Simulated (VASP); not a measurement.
Energy against volume of WSi2 (MoSi2 type). Level of theory: PBEsol GGA, VASP's PBE PAW potentials (set 64) (plane waves; VASP). Numerical set-up: 520 eV cut-off, 13×13×13 Γ-centred mesh, first-order Methfessel-Paxton smearing of 0.10 eV, potentials Si W_sv.

Shape and ions are relaxed at each volume.

| V (Å³/atom) | E (eV/atom) |
|---|---|
| 12.983 | -8.87101 |
| 13.384 | -8.88011 |
| 13.786 | -8.87176 |
| 14.187 | -8.84855 |

Problem. Fit these four points and predict the energy of the run at 12.581 Å³/atom.

Solution. A cubic in V^(−2/3), the third-order Birch-Murnaghan form, passes through the four points with V0 = 13.38 Å³/atom and B0 = 232 GPa, and gives -8.8414 eV/atom there. The run gave -8.8414 eV/atom, +0.0 meV/atom from the fit; all five points give B0 = 232 GPa.

The compound is WSi2 in the MoSi2 type structure. It was relaxed first.
